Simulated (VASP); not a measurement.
Output of a VASP run:

File OSZICAR:
```
...
   6 F= -.20367141E+03 E0= -.20367141E+03  d E =-.138838E-01  mag=     1.0000
       N       E                     dE             d eps       ncg     rms          rms(c)
DAV:   1    -0.203671809345E+03   -0.40470E-03   -0.49249E-02   576   0.430E-01    0.769E-02
RMM:   2    -0.203672044554E+03   -0.23521E-03   -0.30765E-03   536   0.109E-01    0.270E-02
RMM:   3    -0.203672074979E+03   -0.30424E-04   -0.45802E-04   557   0.425E-02    0.167E-02
RMM:   4    -0.203672073042E+03    0.19365E-05   -0.70345E-05   496   0.168E-02
   7 F= -.20367207E+03 E0= -.20367207E+03  d E =-.145484E-01  mag=     1.0000
       N       E                     dE             d eps       ncg     rms          rms(c)
DAV:   1    -0.203676058492E+03   -0.39835E-02   -0.21362E-01   560   0.926E-01    0.142E-01
RMM:   2    -0.203677065098E+03   -0.10066E-02   -0.12755E-02   536   0.220E-01    0.476E-02
RMM:   3    -0.203677260174E+03   -0.19508E-03   -0.20852E-03   560   0.890E-02    0.333E-02
RMM:   4    -0.203677273404E+03   -0.13230E-04   -0.33172E-04   537   0.359E-02    0.130E-02
RMM:   5    -0.203677284015E+03   -0.10611E-04   -0.85856E-05   480   0.171E-02    0.729E-03
RMM:   6    -0.203677284996E+03   -0.98105E-06   -0.13737E-05   337   0.713E-03
   8 F= -.20367728E+03 E0= -.20367728E+03  d E =-.521195E-02  mag=     1.0000
       N       E                     dE             d eps       ncg     rms          rms(c)
DAV:   1    -0.203677574703E+03   -0.29069E-03   -0.35104E-02   592   0.375E-01    0.586E-02
RMM:   2    -0.203677746869E+03   -0.17217E-03   -0.21520E-03   536   0.904E-02    0.197E-02
RMM:   3    -0.203677781625E+03   -0.34756E-04   -0.36182E-04   558   0.368E-02    0.139E-02
RMM:   4    -0.203677785166E+03   -0.35410E-05   -0.59043E-05   458   0.150E-02
   9 F= -.20367779E+03 E0= -.20367779E+03  d E =-.571212E-02  mag=     1.0000
       N       E                     dE             d eps       ncg     rms          rms(c)
DAV:   1    -0.203679246924E+03   -0.14653E-02   -0.81640E-02   560   0.562E-01    0.922E-02
RMM:   2    -0.203679668934E+03   -0.42201E-03   -0.49218E-03   536   0.136E-01    0.319E-02
RMM:   3    -0.203679746054E+03   -0.77120E-04   -0.78739E-04   569   0.545E-02    0.208E-02
RMM:   4    -0.203679751963E+03   -0.59099E-05   -0.11864E-04   539   0.216E-02    0.868E-03
RMM:   5    -0.203679755701E+03   -0.37375E-05   -0.24694E-05   358   0.101E-02
  10 F= -.20367976E+03 E0= -.20367976E+03  d E =-.197054E-02  mag=     1.0000
       N       E                     dE             d eps       ncg     rms          rms(c)
DAV:   1    -0.203679896578E+03   -0.14462E-03   -0.18871E-02   624   0.270E-01    0.443E-02
RMM:   2    -0.203680000213E+03   -0.10363E-03   -0.11731E-03   536   0.665E-02    0.159E-02
RMM:   3    -0.203680021334E+03   -0.21122E-04   -0.19617E-04   540   0.269E-02    0.108E-02
RMM:   4    -0.203680023499E+03   -0.21650E-05   -0.27857E-05   356   0.107E-02
  11 F= -.20368002E+03 E0= -.20368002E+03  d E =-.223833E-02  mag=     1.0000
       N       E                     dE             d eps       ncg     rms          rms(c)
DAV:   1    -0.203680327886E+03   -0.30655E-03   -0.37403E-02   560   0.383E-01    0.671E-02
RMM:   2    -0.203680516996E+03   -0.18911E-03   -0.24080E-03   536   0.940E-02    0.224E-02
RMM:   3    -0.203680552426E+03   -0.35431E-04   -0.39797E-04   566   0.378E-02    0.142E-02
RMM:   4    -0.203680555479E+03   -0.30522E-05   -0.59070E-05   429   0.149E-02
  12 F= -.20368056E+03 E0= -.20368056E+03  d E =-.531979E-03  mag=     1.0000
```

### OUTCAR
```
------------------------ aborting loop because EDIFF is reached ----------------------------------------
  FORCE on cell =-STRESS in cart. coord.  units (eV):
  Direction    XX          YY          ZZ          XY          YZ          ZX
  --------------------------------------------------------------------------------------
  Total       14.3731220     14.3343201     14.3595516      0.0102885      0.0740893      0.0158092
  in kB       17.8466971     17.7985178     17.8298471      0.0127749      0.0919946      0.0196299
  external PRESSURE =      17.8250206 kB  Pullay stress =       0.0000000 kB
  volume of cell :     1290.34
      direct lattice vectors                 reciprocal lattice vectors
     0.000000000  8.640879507  8.640879507    -0.057864480  0.057864480  0.057864480
     8.640879507  0.000000000  8.640879507     0.057864480 -0.057864480  0.057864480
     8.640879507  8.640879507  0.000000000     0.057864480  0.057864480 -0.057864480
  FREE ENERGIE OF THE ION-ELECTRON SYSTEM (eV)
  ---------------------------------------------------
  free  energy   TOTEN  =      -203.6805554786 eV

  energy  without entropy=     -203.6805554786  energy(sigma->0) =     -203.68055548

 total charge

# of ion       s       p       d       tot
------------------------------------------
    1        1.055   1.153   0.130   2.339
    2        1.065   1.125   0.125   2.316
    3        1.055   1.153   0.130   2.338
    4        1.065   1.125   0.125   2.316
    5        1.065   1.126   0.125   2.316
    6        1.053   1.153   0.128   2.335
    7        1.055   1.153   0.130   2.337
    8        1.053   1.153   0.128   2.335
    9        1.053   1.153   0.128   2.334
   10        1.065   1.125   0.125   2.316
   11        1.065   1.126   0.125   2.316
   12        1.053   1.153   0.128   2.334
   13        1.065   1.126   0.125   2.316
   14        1.111   0.989   0.096   2.196
   15        1.112   0.985   0.095   2.191
   16        1.053   1.153   0.129   2.335
   17        1.111   0.985   0.095   2.192
   18        1.053   1.153   0.128   2.334
   19        1.055   1.153   0.130   2.337
   20        1.053   1.153   0.128   2.334
   21        1.053   1.153   0.128   2.335
   22        1.053   1.153   0.128   2.334
   23        1.111   0.987   0.096   2.194
   24        1.053   1.153   0.128   2.335
   25        1.053   1.153   0.128   2.334
   26        1.053   1.152   0.128   2.334
   27        1.057   1.145   0.128   2.330
   28        1.193   1.625   0.023   2.841
   29        1.193   1.625   0.023   2.840
   30        1.195   1.626   0.023   2.843
   31        1.193   1.625   0.023   2.840
   32        1.201   1.598   0.023   2.822
   33        1.201   1.598   0.023   2.822
   34        1.195   1.626   0.023   2.844
   35        1.201   1.598   0.023   2.822
   36        1.195   1.626   0.023   2.843
   37        1.193   1.625   0.023   2.840
   38        1.201   1.598   0.023   2.822
   39        1.201   1.598   0.023   2.822
   40        1.201   1.598   0.023   2.822
   41        1.201   1.598   0.023   2.822
   42        1.201   1.598   0.023   2.821
   43        1.201   1.598   0.023   2.822
   44        1.194   1.621   0.023   2.837
   45        1.195   1.626   0.023   2.843
   46        1.201   1.598   0.023   2.822
   47        1.195   1.626   0.023   2.843
   48        1.201   1.598   0.023   2.822
...
```
(Selected blocks of OUTCAR.)

POSCAR:
```
Ga27As26
1
   -0.0000000000     8.6408795073     8.6408795073
    8.6408795073    -0.0000000000     8.6408795073
    8.6408795073     8.6408795073    -0.0000000000
Ga As
27 26
Direct
  0.0000000000   0.0000000000   0.0000000000
  0.0000000000   0.0000000000   0.3333330000
  0.0000000000   0.0000000000   0.6666670000
  0.0000000000   0.3333330000   0.0000000000
  0.0000000000   0.3333330000   0.3333330000
  0.0000000000   0.3333330000   0.6666670000
  0.0000000000   0.6666670000   0.0000000000
  0.0000000000   0.6666670000   0.3333330000
  0.0000000000   0.6666670000   0.6666670000
  0.3333330000   0.0000000000   0.0000000000
  0.3333330000   0.0000000000   0.3333330000
  0.3333330000   0.0000000000   0.6666670000
  0.3333330000   0.3333330000   0.0000000000
  0.3368200000   0.3295880000   0.3319890000
  0.3316050000   0.3373960000   0.6650490000
  0.3333330000   0.6666670000   0.0000000000
  0.3343640000   0.6654080000   0.3365720000
  0.3333330000   0.6666670000   0.6666670000
  0.6666670000   0.0000000000   0.0000000000
  0.6666670000   0.0000000000   0.3333330000
  0.6666670000   0.0000000000   0.6666670000
  0.6666670000   0.3333330000   0.0000000000
  0.6677150000   0.3333540000   0.3316590000
  0.6666670000   0.3333330000   0.6666670000
  0.6666670000   0.6666670000   0.0000000000
  0.6666670000   0.6666670000   0.3333330000
  0.6666670000   0.6666670000   0.6666670000
  0.0833330000   0.0833330000   0.0833330000
  0.0833330000   0.0833330000   0.4166670000
  0.0833330000   0.0833330000   0.7500000000
  0.0833330000   0.4166670000   0.0833330000
  0.0833330000   0.4166670000   0.4166670000
  0.0833330000   0.4166670000   0.7500000000
  0.0833330000   0.7500000000   0.0833330000
  0.0833330000   0.7500000000   0.4166670000
  0.0833330000   0.7500000000   0.7500000000
  0.4166670000   0.0833330000   0.0833330000
  0.4166670000   0.0833330000   0.4166670000
  0.4166670000   0.0833330000   0.7500000000
  0.4166670000   0.4166670000   0.0833330000
  0.4166670000   0.4166670000   0.7500000000
  0.4166670000   0.7500000000   0.0833330000
  0.4166670000   0.7500000000   0.4166670000
  0.4166670000   0.7500000000   0.7500000000
  0.7500000000   0.0833330000   0.0833330000
  0.7500000000   0.0833330000   0.4166670000
  0.7500000000   0.0833330000   0.7500000000
  0.7500000000   0.4166670000   0.0833330000
  0.7500000000   0.4166670000   0.4166670000
  0.7500000000   0.4166670000   0.7500000000
  0.7500000000   0.7500000000   0.0833330000
  0.7500000000   0.7500000000   0.4166670000
  0.7500000000   0.7500000000   0.7500000000
```

Task: Write an INCAR and KPOINTS that could have produced this output.

Result: This is not unique; one that fits is the input of the run itself, PBE GGA, plane waves, VASP's PBE PAW potentials (set 64).

**INCAR**
```
SYSTEM = Ga27As26
PREC = Normal; ENCUT = 400; LREAL = Auto
LASPH = .TRUE.; ISYM = 0
EDIFF = 1E-5; NELM = 100; NELMIN = 4
ALGO = Fast; LMAXMIX = 4
ISMEAR = 0; SIGMA = 0.05
GGA = PE
ISPIN = 2; NUPDOWN = 1
IBRION = 2; NSW = 60; ISIF = 2
EDIFFG = -0.03
LWAVE = .FALSE.; LCHARG = .FALSE.; LORBIT = 10
```

### KPOINTS
```
Automatic mesh
0
Gamma
 1 1 1
0 0 0
```

POTCAR, in this order: Ga As (PBE.64 set). Program: vasp_gam. The INCAR's line for the spin-polarised start is left out here.

The supercell is sampled at Γ alone, which is coarse: total energies, pressure and levels can be off, energies of defects by several tenths of an eV. The run has a spin-polarised start.

The cell is a supercell with a defect, built from a database entry that may be metastable or hypothetical: vac_As.
